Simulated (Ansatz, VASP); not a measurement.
# LiF (Griceite) in two plane-wave programs

One calculation is typed for both programs; each brings its own data sets. How far apart do they land? The cell is taken from a series of runs on this material, whose earlier steps may have relaxed, scaled, displaced or heated it; both programs get it as it stands.

Method: plane waves, with VASP 6.6.1 beside it; dielectric response at PBE, in Ansatz 0.2.0.

## (1) Starting point

It takes space group Fm-3m (No. 225, cubic). Conventional cell: a = 4.028 Å, b = 4.028 Å, c = 4.028 Å, α = 90.00°, β = 90.00°, γ = 90.00°. Nearest to Li lie 6 F at 2.01 Å. F has 6 Li at 2.01 Å nearest. Farther neighbours and most contacts between anions are not listed.

Structure file:

```xyz
2
Lattice="0.0000 2.0140 2.0140 2.0140 0.0000 2.0140 2.0140 2.0140 0.0000" Properties=species:S:1:pos:R:3 pbc="T T T"
Li    0.0000    0.0000    0.0000
F     2.0140    2.0140    2.0140
```

## (2) VASP: dielectric response, PBE

The response to a field tests empty states and converges slowly with the mesh.

Lines of VASP's logs that name or quote its potential files are left out, and so is its time.

Contents of INCAR:

```
SYSTEM = LiF
PREC = Accurate
ENCUT = 650
EDIFF = 1E-08
NELM = 120
ISMEAR = 0
SIGMA = 0.01
LREAL = .FALSE.
ALGO = Normal
GGA = PE
NBANDS = 11
LORBIT = 11
LWAVE = .FALSE.
LCHARG = .FALSE.
ISIF = 2
LEPSILON = .TRUE.
LASPH = .TRUE.
GGA_COMPAT = .FALSE.
EFERMI = MIDGAP
```

Contents of POSCAR:

```
LiF
1.0
    0.0000000000      2.0140000000      2.0140000000
    2.0140000000      0.0000000000      2.0140000000
    2.0140000000      2.0140000000      0.0000000000
Li F
1 1
Direct
    0.0000000000      0.0000000000      0.0000000000
    0.5000000000      0.5000000000      0.5000000000
```

Contents of KPOINTS:

```
Automatic mesh
0
Gamma
10 10 10
0 0 0
```

The projector-augmented-wave data sets are Li_sv and F (PBE family, release 64).

Run with:

```console
mpirun -np 1 vasp_std
```

Numbers of over 12 decimals in the logs are rounded to 6 here.

Log:

```text
[banner, memory and clock lines left out]
running    1 mpi-ranks, on    1 nodes
 distrk:  each k-point on    1 cores,    1 groups
 distr:  one band on    1 cores,    1 groups

 POSCAR found type information on POSCAR LiF
 POSCAR found :  2 types and       2 ions
 LDA part: xc-table for (Slater+PW92), standard interpolation
 POSCAR, INCAR and KPOINTS ok, starting setup
 FFT: planning ... GRIDC
 FFT: planning ... GRID_SOFT
 FFT: planning ... GRID
 WAVECAR not read
 entering main loop
       N       E                     dE             d eps       ncg     rms          rms(c)
DAV:   1     0.363392853873E+02    0.36339E+02   -0.62161E+03  1058   0.109E+03
DAV:   2    -0.884138528631E+01   -0.45181E+02   -0.44253E+02  1162   0.213E+02
DAV:   3    -0.101320352472E+02   -0.12906E+01   -0.12848E+01  1388   0.319E+01
DAV:   4    -0.101498448276E+02   -0.17810E-01   -0.17808E-01  1221   0.375E+00
DAV:   5    -0.101501138618E+02   -0.26903E-03   -0.26903E-03  1357   0.308E-01    0.453E+00
DAV:   6    -0.963142740750E+01    0.51869E+00   -0.25712E+00  1184   0.107E+01    0.141E+00
DAV:   7    -0.963543233564E+01   -0.40049E-02   -0.22064E-02  1401   0.137E+00    0.870E-01
DAV:   8    -0.964176913845E+01   -0.63368E-02   -0.15982E-02  1356   0.147E+00    0.118E-01
DAV:   9    -0.964176988840E+01   -0.74994E-06   -0.10024E-03  1223   0.308E-01    0.455E-02
DAV:  10    -0.964185643426E+01   -0.86546E-04   -0.14996E-04  1177   0.106E-01    0.154E-02
DAV:  11    -0.964185960352E+01   -0.31693E-05   -0.58620E-06  1413   0.253E-02    0.230E-03
DAV:  12    -0.964186026097E+01   -0.65746E-06   -0.51761E-07  1201   0.677E-03    0.770E-04
DAV:  13    -0.964186028722E+01   -0.26250E-07   -0.49097E-08  1254   0.223E-03    0.286E-04
DAV:  14    -0.964186028926E+01   -0.20358E-08   -0.48072E-09  1118   0.614E-04
   1 F= -.96418603E+01 E0= -.96418603E+01  d E =0.000000E+00
 Linear response reoptimize wavefunctions to high precision
DAV:   1    -0.964186029894E+01   -0.96835E-08   -0.17405E-09  1064   0.388E-04
DAV:   2    -0.964186029894E+01   -0.90949E-12   -0.33798E-11   709   0.605E-05
 Linear response G [H, r] |phi>, progress :
  Direction:   1
       N       E                     dE             d eps       ncg     rms
RMM:   1    -0.334685607696E+02   -0.33469E+02    0.22365E+02  1460   0.183E+02
RMM:   2    -0.340057411994E+02   -0.53718E+00   -0.10114E+01  2107   0.243E+01
RMM:   3    -0.341487477533E+02   -0.14301E+00   -0.59056E-01  2281   0.560E+00
RMM:   4    -0.341819083511E+02   -0.33161E-01   -0.85555E-02  2326   0.211E+00
RMM:   5    -0.341872536952E+02   -0.53453E-02   -0.11516E-02  2281   0.802E-01
RMM:   6    -0.341881335833E+02   -0.87989E-03   -0.19245E-03  2270   0.317E-01
RMM:   7    -0.341882873522E+02   -0.15377E-03   -0.34962E-04  2284   0.126E-01
RMM:   8    -0.341883182768E+02   -0.30925E-04   -0.85832E-05  2288   0.493E-02
RMM:   9    -0.341883246086E+02   -0.63318E-05   -0.29079E-05  2320   0.212E-02
RMM:  10    -0.341883265050E+02   -0.18964E-05   -0.78778E-06  2305   0.986E-03
RMM:  11    -0.341883269178E+02   -0.41277E-06    0.71916E-05  2282   0.519E-03
RMM:  12    -0.341883270776E+02   -0.15986E-06   -0.85539E-04  2264   0.318E-03
RMM:  13    -0.341883268931E+02    0.18452E-06   -0.57333E-04  2191   0.230E-03
RMM:  14    -0.341883270117E+02   -0.11856E-06    0.19611E-04  2043   0.190E-03
RMM:  15    -0.341883271296E+02   -0.11799E-06    0.18152E-04  1889   0.175E-03
RMM:  16    -0.341883269839E+02    0.14573E-06    0.18030E-04  1778   0.167E-03
RMM:  17    -0.341883269140E+02    0.69897E-07    0.18854E-04  1722   0.163E-03
RMM:  18    -0.341883266776E+02    0.23638E-06    0.12683E-04  1670   0.160E-03
 Linear response G [H, r] |phi>, progress :
  Direction:   2
       N       E                     dE             d eps       ncg     rms
RMM:   1    -0.364494054994E+02   -0.36449E+02    0.31175E+01  1462   0.141E+02
RMM:   2    -0.360793225680E+02    0.37008E+00   -0.70798E+00  2078   0.215E+01
RMM:   3    -0.361541893356E+02   -0.74867E-01   -0.38352E-01  2278   0.504E+00
RMM:   4    -0.361755512696E+02   -0.21362E-01   -0.59797E-02  2307   0.191E+00
RMM:   5    -0.361797368260E+02   -0.41856E-02   -0.96640E-03  2299   0.748E-01
RMM:   6    -0.361805565819E+02   -0.81976E-03   -0.18927E-03  2286   0.309E-01
RMM:   7    -0.361807278894E+02   -0.17131E-03   -0.36332E-04  2301   0.128E-01
RMM:   8    -0.361807682878E+02   -0.40398E-04   -0.93338E-05  2331   0.529E-02
RMM:   9    -0.361807735533E+02   -0.52656E-05    0.58030E-06  2325   0.241E-02
RMM:  10    -0.361807760798E+02   -0.25264E-05    0.31436E-05  2304   0.120E-02
RMM:  11    -0.361807765060E+02   -0.42621E-06    0.65549E-05  2303   0.659E-03
RMM:  12    -0.361807768425E+02   -0.33656E-06    0.39590E-06  2301   0.417E-03
RMM:  13    -0.361807770363E+02   -0.19379E-06    0.15432E-03  2223   0.308E-03
RMM:  14    -0.361807769546E+02    0.81754E-07   -0.52647E-04  2054   0.259E-03
RMM:  15    -0.361807777370E+02   -0.78247E-06   -0.13308E-03  1914   0.232E-03
[...]
RMM:   7    -0.315198019937E+02   -0.23304E-03   -0.56707E-04  2169   0.151E-01
RMM:   8    -0.315198468640E+02   -0.44870E-04   -0.10383E-04  2192   0.617E-02
RMM:   9    -0.315198563927E+02   -0.95287E-05   -0.11524E-05  2199   0.271E-02
RMM:  10    -0.315198584587E+02   -0.20660E-05    0.11839E-04  2163   0.125E-02
[...]
RMM:   7    -0.577143859256E-01   -0.52592E-06   -0.11592E-06  2210   0.498E-03
RMM:   8    -0.577145025555E-01   -0.11663E-06   -0.17724E-07  2220   0.211E-03
RMM:   9    -0.577145195879E-01   -0.17032E-07   -0.94783E-07  2140   0.914E-04
RMM:  10    -0.577145238841E-01   -0.42962E-08   -0.21606E-06  2088   0.418E-04
RMM:  11    -0.577145243712E-01   -0.48717E-09   -0.25897E-06  1922   0.217E-04
RMM:  12    -0.577145241299E-01    0.24136E-09   -0.12935E-06  1707   0.125E-04
RMM:  13    -0.577145245726E-01   -0.44270E-09   -0.77724E-07  1517   0.904E-05
RMM:  14    -0.577145242466E-01    0.32595E-09   -0.46218E-07  1259   0.768E-05
RMM:  15    -0.577145242856E-01   -0.38943E-10   -0.23013E-07  1178   0.729E-05
RMM:  16    -0.577145243199E-01   -0.34375E-10   -0.12461E-07  1124   0.712E-05
RMM:  17    -0.577145243173E-01    0.26437E-11   -0.55017E-08  1063   0.705E-05
 change of polarisation eV/A/(eV/A) component  2 :     0.028     0.115    -0.020
 dielectric tensor                  component  2 :     0.314     2.278    -0.220
 Linear response to external field (no local field effect), progress :
  Direction:   3
       N       E                     dE             d eps       ncg     rms          rms(c)
RMM:   1    -0.366298299400E-01   -0.36630E-01   -0.85822E-02  2195   0.178E+00
RMM:   2    -0.380098829662E-01   -0.13801E-02   -0.37345E-03  2024   0.437E-01
RMM:   3    -0.385091637046E-01   -0.49928E-03   -0.11833E-03  2135   0.178E-01
RMM:   4    -0.386263868031E-01   -0.11722E-03   -0.23655E-04  2088   0.790E-02
RMM:   5    -0.386509465756E-01   -0.24560E-04   -0.66212E-05  2067   0.343E-02
RMM:   6    -0.386550351156E-01   -0.40885E-05   -0.10968E-05  2081   0.135E-02
RMM:   7    -0.386557709887E-01   -0.73587E-06   -0.16739E-06  2067   0.523E-03
RMM:   8    -0.386558855754E-01   -0.11459E-06   -0.54578E-07  2044   0.214E-03
RMM:   9    -0.386559063190E-01   -0.20744E-07   -0.26553E-06  1993   0.897E-04
RMM:  10    -0.386559094091E-01   -0.30902E-08   -0.15301E-06  1910   0.396E-04
RMM:  11    -0.386559097709E-01   -0.36177E-09   -0.10363E-06  1768   0.197E-04
RMM:  12    -0.386559097419E-01    0.29007E-10   -0.81382E-07  1569   0.113E-04
RMM:  13    -0.386559092047E-01    0.53721E-09   -0.47658E-07  1353   0.799E-05
RMM:  14    -0.386559079397E-01    0.12650E-08   -0.23450E-07  1159   0.673E-05
RMM:  15    -0.386559070167E-01    0.92300E-09   -0.13827E-07  1031   0.636E-05
RMM:  16    -0.386559070237E-01   -0.69987E-11   -0.84566E-08   980   0.630E-05
 change of polarisation eV/A/(eV/A) component  3 :     0.012    -0.020     0.077
 dielectric tensor                  component  3 :     0.132    -0.220     1.856
 Linear response to external field, progress :
  Direction:   1
       N       E                     dE             d eps       ncg     rms          rms(c)
RMM:   1    -0.462779729775E-01   -0.46278E-01   -0.10832E-01  4906   0.182E+00
RMM:   2    -0.479207838652E-01   -0.16428E-02   -0.45726E-03  4449   0.472E-01    0.351E-01
RMM:   3    -0.484258846028E-01   -0.50510E-03   -0.16131E-03  4431   0.310E-01    0.213E-01
RMM:   4    -0.520653062036E-01   -0.36394E-02   -0.10313E-03  4211   0.314E-01    0.225E-02
RMM:   5    -0.526345502590E-01   -0.56924E-03   -0.15441E-04  4735   0.889E-02    0.643E-03
RMM:   6    -0.526389478403E-01   -0.43976E-05   -0.28062E-05  4789   0.290E-02    0.115E-03
RMM:   7    -0.526637427909E-01   -0.24795E-04   -0.53346E-06  4898   0.116E-02    0.238E-04
RMM:   8    -0.526629714531E-01    0.77134E-06   -0.98853E-07  4993   0.473E-03    0.128E-04
RMM:   9    -0.526610486152E-01    0.19228E-05   -0.75057E-07  4878   0.213E-03    0.529E-05
RMM:  10    -0.526613369735E-01   -0.28836E-06   -0.10893E-06  4942   0.894E-04    0.100E-05
RMM:  11    -0.526612168127E-01    0.12016E-06   -0.11885E-06  4557   0.398E-04    0.102E-05
RMM:  12    -0.526609799231E-01    0.23689E-06   -0.24240E-06  4500   0.205E-04    0.372E-06
 change of polarisation eV/A/(eV/A) component  1 :     0.095     0.016     0.006
 dielectric tensor                  component  1 :     2.057     0.182     0.063
 Linear response to external field, progress :
  Direction:   2
       N       E                     dE             d eps       ncg     rms          rms(c)
RMM:   1    -0.462765112834E-01   -0.46277E-01   -0.10830E-01  4926   0.182E+00
RMM:   2    -0.479245473618E-01   -0.16480E-02   -0.46296E-03  4469   0.477E-01    0.351E-01
RMM:   3    -0.484268328260E-01   -0.50229E-03   -0.16019E-03  4444   0.311E-01    0.213E-01
RMM:   4    -0.520657916897E-01   -0.36390E-02   -0.10352E-03  4235   0.314E-01    0.225E-02
RMM:   5    -0.526341020355E-01   -0.56831E-03   -0.15446E-04  4754   0.894E-02    0.643E-03
RMM:   6    -0.526390669773E-01   -0.49649E-05   -0.27621E-05  4799   0.292E-02    0.114E-03
RMM:   7    -0.526637823488E-01   -0.24715E-04   -0.51762E-06  4910   0.117E-02    0.237E-04
RMM:   8    -0.526629691268E-01    0.81322E-06   -0.95466E-07  4997   0.477E-03    0.127E-04
RMM:   9    -0.526611380860E-01    0.18310E-05   -0.91956E-07  4881   0.215E-03    0.556E-05
RMM:  10    -0.526613579177E-01   -0.21983E-06   -0.20263E-06  4930   0.915E-04    0.918E-06
 change of polarisation eV/A/(eV/A) component  2 :     0.011     0.095    -0.003
 dielectric tensor                  component  2 :     0.125     2.057    -0.036
 Linear response to external field, progress :
  Direction:   3
       N       E                     dE             d eps       ncg     rms          rms(c)
RMM:   1    -0.462765714869E-01   -0.46277E-01   -0.10830E-01  4926   0.182E+00
RMM:   2    -0.479246547296E-01   -0.16481E-02   -0.46301E-03  4467   0.477E-01    0.351E-01
RMM:   3    -0.484271819886E-01   -0.50253E-03   -0.16040E-03  4442   0.311E-01    0.213E-01
RMM:   4    -0.520657285065E-01   -0.36385E-02   -0.10333E-03  4233   0.314E-01    0.225E-02
RMM:   5    -0.526341804340E-01   -0.56845E-03   -0.15498E-04  4747   0.895E-02    0.642E-03
RMM:   6    -0.526391216939E-01   -0.49413E-05   -0.27866E-05  4796   0.292E-02    0.114E-03
RMM:   7    -0.526638657772E-01   -0.24744E-04   -0.52401E-06  4919   0.117E-02    0.237E-04
RMM:   8    -0.526630348979E-01    0.83088E-06   -0.94277E-07  4997   0.478E-03    0.127E-04
RMM:   9    -0.526611915017E-01    0.18434E-05   -0.12725E-06  4889   0.216E-03    0.528E-05
RMM:  10    -0.526614243852E-01   -0.23288E-06   -0.22173E-06  4952   0.918E-04    0.926E-06
 change of polarisation eV/A/(eV/A) component  3 :    -0.001     0.007     0.095
 dielectric tensor                  component  3 :    -0.007     0.077     2.057
 Born effective charges drift removed
```

From OUTCAR (step 2):

```text
ion  position               nearest neighbor table
   1  0.000  0.000  0.000-   2 2.01   2 2.01   2 2.01   2 2.01   2 2.01   2 2.01
   2  0.500  0.500  0.500-   1 2.01   1 2.01   1 2.01   1 2.01   1 2.01   1 2.01

  LATTYP: Found a face centered cubic cell.
 ALAT       =     4.0280000000

 Subroutine GETGRP returns: Found 48 space group operations
 (whereof 48 operations were pure point group operations)

The static configuration has the point symmetry O_h .

 Found     47 irreducible k-points:

   k-points           NKPTS =     47   k-points in BZ     NKDIM =     47   number of bands    NBANDS=     11

   dimension x,y,z NGX =    24 NGY =   24 NGZ =   24
   dimension x,y,z NGXF=    48 NGYF=   48 NGZF=   48

   ENCUT  =  650.0 eV  47.77 Ry    6.91 a.u.   5.92  5.92  5.92*2*pi/ulx,y,z

   NELECT =      10.0000    total number of electrons

 k-points in reciprocal lattice and weights: Automatic mesh
   0.00000000  0.00000000  0.00000000       0.001
   0.10000000  0.00000000  0.00000000       0.008
   0.20000000  0.00000000  0.00000000       0.008
   0.30000000  0.00000000  0.00000000       0.008
   0.40000000  0.00000000  0.00000000       0.008
   0.50000000  0.00000000  0.00000000       0.004
   0.10000000  0.10000000  0.00000000       0.006
   0.20000000  0.10000000  0.00000000       0.024
   0.30000000  0.10000000  0.00000000       0.024
[...]
-0.30000000  0.40000000  0.20000000       0.024
  -0.30000000  0.50000000  0.20000000       0.012

 average (electrostatic) potential at core
       1 -60.9627       2 -76.7737

  Total        0.1173160      0.1173160      0.1173160      0.0000000      0.0000000     -0.0000000
  in kB       11.5042750     11.5042750     11.5042750      0.0000000      0.0000000     -0.0000000
  external PRESSURE =      11.5042750 kB  Pullay stress =       0.0000000 kB

  energy-cutoff  :      650.00
  volume of cell :       16.34
      direct lattice vectors                 reciprocal lattice vectors
     0.000000000  2.014000000  2.014000000    -0.248262165  0.248262165  0.248262165
     2.014000000  0.000000000  2.014000000     0.248262165 -0.248262165  0.248262165
     2.014000000  2.014000000  0.000000000     0.248262165  0.248262165 -0.248262165

 POSITION                                       TOTAL-FORCE (eV/Angst)
 -----------------------------------------------------------------------------------
      0.00000      0.00000      0.00000         0.000000      0.000000      0.000000
      2.01400      2.01400      2.01400        -0.000000     -0.000000     -0.000000
 -----------------------------------------------------------------------------------
    total drift:                               -0.000000     -0.000000      0.000000

 MACROSCOPIC STATIC DIELECTRIC TENSOR (including local field effects in DFT)
 ------------------------------------------------------
           2.057245    -0.000000     0.000000
          -0.000000     2.057245     0.000000
          -0.000000     0.000000     2.057245
 ------------------------------------------------------

 PIEZOELECTRIC TENSOR (including local field effects)  for field in x, y, z        (C/m^2)
          XX          YY          ZZ          XY          YZ          ZX
  --------------------------------------------------------------------------------
  x     0.00000     0.00000     0.00000     0.00000     0.00000     0.00000
  y     0.00000     0.00000     0.00000     0.00000     0.00000     0.00000
  z     0.00000     0.00000     0.00000     0.00000     0.00000     0.00000

 BORN EFFECTIVE CHARGES (including local field effects) (in |e|, cummulative output)
 ---------------------------------------------------------------------------------
 ion    1
    1     1.05037     0.00000     0.00000
    2     0.00000     1.05037     0.00000
    3     0.00000     0.00000     1.05037
 ion    2
    1    -1.05037     0.00000     0.00000
    2     0.00000    -1.05037     0.00000
    3     0.00000     0.00000    -1.05037
```

(Part 1 of 2 ends here.)

[Lines on the potential files, build, host, timing and source positions are cut from VASP's logs without a mark.]

[Logs are printed without paths, hosts, clocks, repeated set-up lines and the standing remarks that a program may print on its own settings, such as how far it seeks lower states.]

[Hosts, paths, dates, database ids (printed as entryN), source tags and the programs' standing remarks are cut or masked in the printed files.]
